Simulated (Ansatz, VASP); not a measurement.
## As: VASP beside Ansatz

One calculation is typed for both programs; each brings its own data sets. How far apart do they land? The cell is taken from a series of runs on this material, whose earlier steps may have relaxed, scaled, displaced or heated it; both programs get it as it stands.

Calculated with Ansatz 0.2.0; plane waves, with VASP 6.6.1 beside it; single point at PBEsol.

This is not the structure that As takes at ambient pressure and room temperature (space group No. 166); it is a model or a phase of other conditions.

**1. The starting structure**

The structure is tetragonal, space group I4/mmm (No. 139). Conventional cell: a = 3.802 Å, b = 3.802 Å, c = 5.377 Å, α = 90.00°, β = 90.00°, γ = 90.00°. As has 6 As at 2.61 to 2.77 Å nearest.

**2. Ansatz: single point, PBEsol, pair 1**

Ansatz runs on its default PAW (the set named soft_2) files.

A single point gives forces, pressure and levels at one fixed geometry, so differences don't come from the geometry; what else differs is listed under the comparison.

Input file input.yaml:

```yaml
crystal:
  lattice:
    - [2.6885784294, 2.6885784294, 0.0]
    - [2.6885784294, 0.0, 2.6885784294]
    - [2.6885784294, 0.0, -2.6885784294]
  atoms:
    - { symbol: As, position: [0.5, 0.2425611246, 0.7425611246] }
    - { symbol: As, position: [0.5, 0.7574388754, 0.2574388754] }
kpoints:
  mp_grid: { grid: [14, 14, 14] }
hamiltonian:
  xc: pbesol
scf:
  occupations: { method: methfessel_paxton, width: 0.15 }
output:
  forces: true
  stress: true
  eigenvalues: true
```

Run with:

```
$ ansatz run input.yaml --threads 4 --pin off --max-ram 7168MiB --backend cpu --events-out ev --progress --plain --runs-dir out
```

Numbers of over 12 decimals in the logs are rounded to 6 here.

What it wrote:

```text
Engine: ansatz 0.2.0, aarch64-unknown-linux-gnu
Pseudopotentials: kind: paw
Pseudopotential: As, paw, valence charge 15, recommended cutoff 420 eV (normal), As.paw.azcp
Functional definition: PBEsol
  exchange = pbesol_x
  correlation = pbesol_c
Crystal: 2 atoms, lattice volume = 38.869 Å³
Basis set: ecut = 420 eV, 749 PW (Γ), exchange–correlation on 54×54×54 points (8 copies of the dense FFT grid, shifted against one another)
Bands: 19, of which v1, the nominal top of the filled ones, is band 15 counted from 1 (14 counted from 0)
Symmetry: 16 space group operations
Space group: I4/mmm (ITA 139), of the structure as read, at distance tolerance 3.4e-5 Å
k-points: 244 of 2744
Non-local potential: As, projectors of the file, l = 0: 2, l = 1: 2, l = 2: 3, l = 3: 1
PAW form: soft (Blöchl's): semilocal exchange-correlation on the pseudo side does not see the compensation charge
PAW frozen core: As, regenerated for the run's functional, and the local potential with it (the file was generated under x = pbe(κ = 0.804, μ = 0.219515), c = pbe(β = 0.066725))
PAW one-centre angular grid: As, 590 points (default); XC on 64 Gauss nodes
Initial density: superposition of atomic densities (neutral atoms: chi_scale 0, normalization atom), corrected by the library's trained network
Initial wavefunctions: pseudopotential atomic-orbital guess
Functional: x = pbesol(κ = 0.804, μ = 0.123457), c = pbesol(β = 0.046)
SCF iter   1: F=—  HF=-9625.904646 eV  |F-HF|=—  |Δ(HF+E_count)|=         —  Δρ=1.65e-3  dr2=5.19e-4  ethr=1.77e-3  ⟨swp⟩=5.0  Hψ=19677  notcnv=0
preconditioner: auto → Kerker (q_TF=auto, 2.613 Å⁻¹)  [metal: Δε(μ)=0.014 eV  Ē_g=10.503 eV  σ=0.150 eV  W_gap=0.08  n_scr=14 (ndim 8)  ℏωp=18.8 eV  f_vac=0.001  D(μ)=0.94/eV (n_scr^D=8)]
SCF iter   2: F=—  HF=-9625.904001 eV  |F-HF|=—  |Δ(HF+E_count)|=   6.45e-4  S|Δr|=    0.00e0  Δρ=9.28e-4  dr2=1.70e-4  ethr=1.73e-6  ⟨swp⟩=2.0  Hψ=10232  notcnv=0
SCF iter   3: F=—  HF=-9625.904050 eV  |F-HF|=—  |Δ(HF+E_count)|=   4.92e-5  S|Δr|=    0.00e0  Δρ=4.63e-4  dr2=4.67e-5  ethr=5.68e-7  ⟨swp⟩=1.0  Hψ=4636  notcnv=0
SCF iter   4: F=—  HF=-9625.904076 eV  |F-HF|=—  |Δ(HF+E_count)|=   2.56e-5  S|Δr|=    0.00e0  Δρ=6.82e-5  dr2=2.32e-6  ethr=1.56e-7  ⟨swp⟩=2.7  Hψ=7729  notcnv=0
SCF iter   5: F=-9625.904077 eV  HF=-9625.904077 eV  |F-HF|=1.52e-8  |Δ(HF+E_count)|=   5.68e-7  S|Δr|=    0.00e0  Δρ=1.33e-5  dr2=8.51e-8  ethr=3.33e-10  ⟨swp⟩=3.2  Hψ=18611  notcnv=0
SCF 1 converged in 5 iterations: F = -9625.904077 eV  dr2 = 8.51e-8
  greatest PAW one-centre occupation: 0.999 electrons in one spin orbital (limit 2), on the As atom at site 1 (counted from 0), in its partial waves of l = 2
SCF converged after 5 iterations
Stability not checked: this state was not tested for a lower state beside it, because cold or Methfessel-Paxton smearing, or corrected tetrahedra, fill the levels in a way that the test cannot read (fill_not_monotonic; see scf.lower_state_search)
Free energy (F): -9625.904077 eV
Harris-Foulkes:  -9625.904077 eV  (|F-HF|=1.52e-8)
Internal energy: -9625.903226 eV  (E = F + TS)
E sigma→0 (E₀):  -9625.903864 eV
Entropy (-TS):   -0.000851 eV (-0.425 meV/atom)
Fermi energy:    11.881997 eV
--- Per-component energies (eV) ---
  E_band       = -425.949493
  E_kinetic    = 206.099499
  E_local      = -3072.678834  (includes V_loc(G=0)·N_el)
  E_nonlocal   = -1336.536026
  E_hartree    = 1736.543191
  E_xc         = -158.038667
  E_vxc        = -159.293042  (∫ρ·V_xc dr)
  E_paw        = -3585.208909  (= ΣΔE_a)
  E_vpaw       = 463.361357  (= ΣTr[D̂ρ^β])
  E_aug_tail   = 0.000013  (compensation charges beyond the density's cutoff)
  E_ewald      = -3418.016351
  E_core_change = 1.932857  (= ΣΔE_core)
  E_smearing   = -0.000851  (= −TS)
  E_closure    = 0.000000  (closes the sum)
  Σ components = -9625.904077   (vs F -9625.904077, Δ=0.00e0)
--- Forces (eV/Å), atoms counted from 1 ---
  atom   1  As    -0.39923503     0.00000000     0.00000000
  atom   2  As     0.39923503    -0.00000000     0.00000000
  max |Σ_I F_I| component: 0.00e0 eV/Å
--- Stress (GPa, compression-positive) ---
        0.144818      -0.000000       0.000000
       -0.000000       0.626015       0.000000
        0.000000       0.000000       0.626015
  P = ⅓ Tr σ = 0.4656 GPa (4.656 kbar)
--- Band table (eV; the first three rows and the last of 244) ---
  k-point 0: bands = [... 11 lower, 7.0395, 9.9719, 10.0240, 10.0240, 15.9563, 15.9563, 16.0891, 17.7656]
  k-point 1: bands = [... 11 lower, 6.6278, 9.9912, 10.0284, 10.2582, 15.6136, 15.6719, 15.7981, 17.7464]
  k-point 2: bands = [... 11 lower, 5.6907, 10.0121, 10.0494, 10.7185, 14.8341, 14.8992, 15.2310, 17.7789]
  k-point 243: bands = [... 11 lower, 3.1646, 4.8848, 7.5041, 7.5041, 14.2091, 18.4275, 18.4275, 20.6839]
```

Reading the cycles: dr2 is the Hartree energy of the density residual (eV), the measure of convergence; HF is the Harris–Foulkes estimate of the energy, which meets the free energy F at convergence.

The run ends at a pressure of 0.47 GPa, with forces up to 0.40 eV/Å.

**3. VASP: single point, PBEsol, pair 1**

The same cell, functional, mesh and smearing now go to VASP, with its own data sets.

Lines of VASP's logs that name or quote its potential files are left out, and so is its time.

Input file INCAR:

```
SYSTEM = As
PREC = Accurate
ENCUT = 500
EDIFF = 1E-06
NELM = 120
ISMEAR = 1
SIGMA = 0.15
LREAL = .FALSE.
ALGO = Normal
GGA = PS
NBANDS = 11
LORBIT = 11
LWAVE = .FALSE.
LCHARG = .FALSE.
ISIF = 2
LASPH = .TRUE.
GGA_COMPAT = .FALSE.
KPAR = 2
```

Input file POSCAR:

```
As
1.0
    2.6885784294      2.6885784294      0.0000000000
    2.6885784294      0.0000000000      2.6885784294
    2.6885784294      0.0000000000     -2.6885784294
As
2
Direct
    0.5000000000      0.2425611246      0.7425611246
    0.5000000000      0.7574388754      0.2574388754
```

Input file KPOINTS:

```
Automatic mesh
0
Gamma
14 14 14
0 0 0
```

Potentials, in the order of the species: As (PBE family, release 64).

Run with:

```
$ mpirun -np 2 vasp_std
```

What it wrote:

```text
[banner, memory and clock lines left out]
running    2 mpi-ranks, on    1 nodes
 distrk:  each k-point on    1 cores,    2 groups
 distr:  one band on    1 cores,    1 groups

 POSCAR found type information on POSCAR As
 POSCAR found :  1 types and       2 ions
|                                                                             |
|               ----> ADVICE to this user running VASP <----                  |
|                                                                             |
|     You enforced a specific xc type in the INCAR file but a different       |
|     [... a line on the potential file left out ...]
|     I HOPE YOU KNOW WHAT YOU ARE DOING!                                     |
|                                                                             |

 LDA part: xc-table for (Slater+PW92), standard interpolation
 POSCAR, INCAR and KPOINTS ok, starting setup
 FFT: planning ... GRIDC
 FFT: planning ... GRID_SOFT
 FFT: planning ... GRID
 WAVECAR not read
 entering main loop
       N       E                     dE             d eps       ncg     rms          rms(c)
DAV:   1     0.262330943179E+02    0.26233E+02   -0.42624E+03  5368   0.744E+02
DAV:   2    -0.874039934953E+01   -0.34973E+02   -0.33547E+02  7573   0.113E+02
DAV:   3    -0.100821728906E+02   -0.13418E+01   -0.13311E+01  6510   0.232E+01
DAV:   4    -0.100888508226E+02   -0.66779E-02   -0.66741E-02  6041   0.175E+00
DAV:   5    -0.100888646009E+02   -0.13778E-04   -0.13778E-04  6478   0.868E-02    0.318E+00
DAV:   6    -0.100832963711E+02    0.55682E-02   -0.64994E-04  6189   0.211E-01    0.188E+00
DAV:   7    -0.100798943943E+02    0.34020E-02   -0.18856E-03  6004   0.343E-01    0.812E-02
DAV:   8    -0.100799285916E+02   -0.34197E-04   -0.42146E-05  6261   0.497E-02    0.815E-03
DAV:   9    -0.100799299568E+02   -0.13652E-05   -0.12888E-06  5308   0.880E-03    0.190E-03
DAV:  10    -0.100799300736E+02   -0.11684E-06   -0.15658E-07  3449   0.270E-03
   1 F= -.10079930E+02 E0= -.10079650E+02  d E =-.839462E-03
```

From OUTCAR (step 3):

```text
ion  position               nearest neighbor table
   1  0.500  0.243  0.743-   2 2.61   2 2.69   2 2.69   2 2.69   2 2.69   2 2.77
   2  0.500  0.757  0.257-   1 2.61   1 2.69   1 2.69   1 2.69   1 2.69   1 2.77

  LATTYP: Found a face centered cubic cell.
 ALAT       =     5.3771568588

 Subroutine GETGRP returns: Found 16 space group operations
 (whereof  8 operations were pure point group operations)

The static configuration has the point symmetry D_2h.
 The point group associated with its full space group is D_4h.

 Found    244 irreducible k-points:

   k-points           NKPTS =    244   k-points in BZ     NKDIM =    244   number of bands    NBANDS=     11

   dimension x,y,z NGX =    28 NGY =   28 NGZ =   28
   dimension x,y,z NGXF=    56 NGYF=   56 NGZF=   56

   ENCUT  =  500.0 eV  36.75 Ry    6.06 a.u.   6.93  6.93  6.93*2*pi/ulx,y,z

   NELECT =      10.0000    total number of electrons

 k-points in reciprocal lattice and weights: Automatic mesh
   0.00000000  0.00000000  0.00000000       0.000
   0.07142857  0.00000000  0.00000000       0.001
   0.07142857  0.07142857  0.07142857       0.001
   0.14285714  0.00000000  0.00000000       0.001
   0.14285714  0.14285714  0.14285714       0.001
   0.21428571  0.00000000  0.00000000       0.001
   0.21428571  0.21428571  0.21428571       0.001
   0.28571429  0.00000000  0.00000000       0.001
   0.28571429  0.28571429  0.28571429       0.001
[...]
-0.28571429  0.28571429  0.21428571       0.003
   0.42857143  0.21428571 -0.28571429       0.006

 average (electrostatic) potential at core
       1 -48.8478       2 -48.8478

 E-fermi :   6.0316

 k-point     1 :       0.0000    0.0000    0.0000
  band No.  band energies     occupation
      1      -9.1522      2.00000
      2       1.2121      2.00000
      3       4.1185      2.00000
      4       4.1714      2.00000
      5       4.1714      2.00000
      6      10.1071      0.00000
      7      10.1071      0.00000
      8      10.2425      0.00000
      9      11.8747      0.00000
     10      11.9624      0.00000
    ...

 k-point     2 :       0.0714    0.0000    0.0000
  band No.  band energies     occupation
      1      -9.0566      2.00000
      2       0.7206      2.00000
      3       3.9253      2.00000
      4       3.9784      2.00000
      5       4.8656      2.00000
      6       8.9312     -0.00000
      7      10.1599      0.00000
      8      10.3277      0.00000
      9      11.5709      0.00000
     10      12.2651      0.00000
    ...

 k-point     3 :       0.0714    0.0714    0.0714
  band No.  band energies     occupation
      1      -9.0564      2.00000
      2       0.7131      2.00000
      3       3.9762      2.00000
      4       3.9762      2.00000
      5       4.8133      2.00000
      6       9.0020     -0.00000
      7      10.2136      0.00000
      8      10.2136      0.00000
      9      11.4511      0.00000
     10      12.3355      0.00000
    ...

  Total        0.1197099      0.2325693      0.2325693      0.0000000      0.0000000      0.0000000
  in kB        4.9344939      9.5866059      9.5866059      0.0000000      0.0000000      0.0000000
  external PRESSURE =       8.0359019 kB  Pullay stress =       0.0000000 kB

  energy-cutoff  :      500.00
  volume of cell :       38.87
      direct lattice vectors                 reciprocal lattice vectors
     2.688578429  2.688578429  0.000000000     0.000000000  0.371943771  0.000000000
     2.688578429  0.000000000  2.688578429     0.185971886 -0.185971886  0.185971886
     2.688578429  0.000000000 -2.688578429     0.185971886 -0.185971886 -0.185971886

 POSITION                                       TOTAL-FORCE (eV/Angst)
 -----------------------------------------------------------------------------------
      3.99287      1.34429     -1.34429        -0.383051      0.000000      0.000000
      4.07287      1.34429      1.34429         0.383051     -0.000000      0.000000
 -----------------------------------------------------------------------------------
    total drift:                                0.000000     -0.000000     -0.000000

  FREE ENERGIE OF THE ION-ELECTRON SYSTEM (eV)
  ---------------------------------------------------
  free  energy   TOTEN  =       -10.0799300736 eV

  energy  without entropy=      -10.0790906120  energy(sigma->0) =      -10.07965025

 total charge
# of ion       s       p       d       tot
------------------------------------------
    1        1.299   1.334   0.058   2.692
    2        1.299   1.334   0.058   2.692
--------------------------------------------------
tot          2.599   2.669   0.116   5.384

[... 3 further parts left out ...]
```

The PAW data sets were made with PBE, which is usual practice but a small mismatch for other functionals.

**4. Differences**

Known differences besides the potentials themselves: the data sets hold 30 valence electrons in Ansatz (on its default PAW (the set named soft_2) files) and 10 in VASP; the cutoff is 420 eV in Ansatz and 500 eV in VASP; Ansatz makes its cores anew for this functional, VASP keeps those of its PBE data sets. Total energies have different zeros and are not compared.

Compared:

```tsv
quantity	Ansatz	VASP	difference
pressure (GPa)	0.47	0.80	-0.34
```

Forces (eV/Å; atoms numbered as in POSCAR):

```tsv
atom	Ansatz x, y, z	VASP x, y, z
As1	-0.399, 0.000, 0.000	-0.383, 0.000, 0.000
As2	0.399, 0.000, 0.000	0.383, 0.000, 0.000
```

The forces differ by 9.3 meV/Å r.m.s., which is 4.2 % of the r.m.s. force of 0.221 eV/Å (both taken over all components).

**5. VASP: single point, PBEsol, pair 2**

A single point gives forces, pressure and levels at one fixed geometry, so differences don't come from the geometry; what else differs is listed under the comparison.

INCAR is that of step 3.

Input file POSCAR:

```
As
1.0
    2.6885784294      2.6885784294      0.0000000000
    2.6885784294      0.0000000000      2.6885784294
    2.6885784294      0.0000000000     -2.6885784294
As
2
Direct
    0.5000000000      0.2351222492      0.7351222492
    0.5000000000      0.7648777508      0.2648777508
```

KPOINTS is that of step 3.

Run with:

```
$ mpirun -np 2 vasp_std
```

What it wrote:

```text
[banner, memory and clock lines left out]
running    2 mpi-ranks, on    1 nodes
[...]
[... a notice as in an earlier step ...]

 LDA part: xc-table for (Slater+PW92), standard interpolation
 POSCAR, INCAR and KPOINTS ok, starting setup
[...]
entering main loop
       N       E                     dE             d eps       ncg     rms          rms(c)
DAV:   1     0.263092455443E+02    0.26309E+02   -0.42634E+03  5368   0.744E+02
DAV:   2    -0.875245631952E+01   -0.35062E+02   -0.33607E+02  7594   0.114E+02
DAV:   3    -0.101202795358E+02   -0.13678E+01   -0.13586E+01  6543   0.234E+01
DAV:   4    -0.101270828444E+02   -0.68033E-02   -0.67948E-02  6086   0.176E+00
[...]
DAV:   8    -0.101143147199E+02   -0.40425E-04   -0.60169E-05  6136   0.565E-02    0.947E-03
DAV:   9    -0.101143167238E+02   -0.20039E-05   -0.23574E-06  6250   0.121E-02    0.247E-03
DAV:  10    -0.101143166273E+02    0.96493E-07   -0.47510E-07  3482   0.394E-03
   1 F= -.10114317E+02 E0= -.10114628E+02  d E =0.932996E-03
```

OUTCAR, selected parts (step 5):

```text
  Total        0.3926136      0.4329957      0.4329957      0.0000000      0.0000000      0.0000000
  in kB       16.1836989     17.8482654     17.8482654      0.0000000      0.0000000      0.0000000
  external PRESSURE =      17.2934099 kB  Pullay stress =       0.0000000 kB

 POSITION                                       TOTAL-FORCE (eV/Angst)
 -----------------------------------------------------------------------------------
      3.95287      1.34429     -1.34429        -0.387192      0.000000      0.000000
      4.11287      1.34429      1.34429         0.387192     -0.000000      0.000000
 -----------------------------------------------------------------------------------
    total drift:                                0.000000     -0.000000     -0.000000

  FREE ENERGIE OF THE ION-ELECTRON SYSTEM (eV)
  ---------------------------------------------------
  free  energy   TOTEN  =       -10.1143166273 eV

  energy  without entropy=      -10.1152496232  energy(sigma->0) =      -10.11462763

[... 2 parts as in an earlier step ...]

[... 1 further part left out ...]
[key lines of the parts left out:]
E-fermi :   6.0658
```

The run ends at a pressure of 1.73 GPa, with forces up to 0.39 eV/Å.

**6. Ansatz: single point, PBEsol, pair 2**

The same cell, functional, mesh and smearing now go to Ansatz, which takes its cutoff from its data sets.

The cell is taken from a series of runs on this material, whose earlier steps may have relaxed, scaled, displaced or heated it; both programs get it as it stands.

input.yaml, the sections that differ from step 2:

```yaml
crystal:
  lattice:
    - [2.6885784294, 2.6885784294, 0.0]
    - [2.6885784294, 0.0, 2.6885784294]
    - [2.6885784294, 0.0, -2.6885784294]
  atoms:
    - { symbol: As, position: [0.5, 0.2351222492, 0.7351222492] }
    - { symbol: As, position: [0.5, 0.7648777508, 0.2648777508] }
# kpoints, hamiltonian, scf, output: as in step 2
```

Run with:

```
$ ansatz run input.yaml --threads 4 --pin off --max-ram 7168MiB --backend cpu --events-out ev --progress --plain --runs-dir out
```

What it wrote:

```text
[...]
Crystal: 2 atoms, lattice volume = 38.869 Å³
Basis set: ecut = 420 eV, 749 PW (Γ), exchange–correlation on 54×54×54 points (8 copies of the dense FFT grid, shifted against one another)
Bands: 19, of which v1, the nominal top of the filled ones, is band 15 counted from 1 (14 counted from 0)
Symmetry: 16 space group operations
[...]
k-points: 244 of 2744
[...]
--- Band table (eV; the first three rows and the last of 244) ---
  k-point 0: bands = [... 11 lower, 7.0714, 9.8714, 10.0712, 10.0712, 15.6940, 15.6940, 16.1786, 17.7928]
  k-point 1: bands = [... 11 lower, 6.6558, 9.9155, 10.0734, 10.2775, 15.4197, 15.5104, 15.8587, 17.8202]
  k-point 2: bands = [... 11 lower, 5.7132, 9.9400, 10.0886, 10.7185, 14.7334, 14.9590, 15.1931, 17.8117]
  k-point 243: bands = [... 11 lower, 2.8266, 5.1778, 7.5063, 7.5063, 14.2140, 18.4497, 18.4497, 20.8019]
[key lines of the parts left out:]
SCF converged after 5 iterations
Free energy (F): -9625.940189 eV
Fermi energy:    11.914725 eV
P = ⅓ Tr σ = 1.3539 GPa (13.539 kbar)
```

The run ends at a pressure of 1.35 GPa, with forces up to 0.41 eV/Å.

**7. Differences**

What differs besides the data sets and the points named for the pairs above, as far as they apply: the data sets hold 30 valence electrons in Ansatz (on its default PAW (the set named soft_2) files) and 10 in VASP. Total energies have different zeros and are not compared.

The two programs side by side:

```tsv
quantity	Ansatz	VASP	difference
pressure (GPa)	1.35	1.73	-0.38
```

Forces (eV/Å; atoms numbered as in POSCAR):

```tsv
atom	Ansatz x, y, z	VASP x, y, z
As1	-0.415, 0.000, 0.000	-0.387, 0.000, 0.000
As2	0.415, 0.000, 0.000	0.387, 0.000, 0.000
```

The forces differ by 16 meV/Å r.m.s., which is 7.1 % of the r.m.s. force of 0.224 eV/Å (both taken over all components).

**8. Further runs**

Further runs change the set-up of one program: Ansatz's method, potentials or start, or VASP's data sets, cutoff or form of LDA. The table gives Ansatz less VASP for each quantity, since a change that brings one quantity closer may part another.

```tsv
run	r.m.s. force difference (meV/Å)	pressure (GPa)
as above	16	-0.38
VASP with the data sets As_d and a cutoff of 600 eV	0.46	-0.098
```

(Part 1 of 2 ends here.)

[Lines on the potential files, build, host, timing and source positions are cut from VASP's logs without a mark.]

[Logs are printed without paths, hosts, clocks, repeated set-up lines and the standing remarks that a program may print on its own settings, such as how far it seeks lower states.]

[Hosts, paths, dates, database ids (printed as entryN), source tags and the programs' standing remarks are cut or masked in the printed files.]
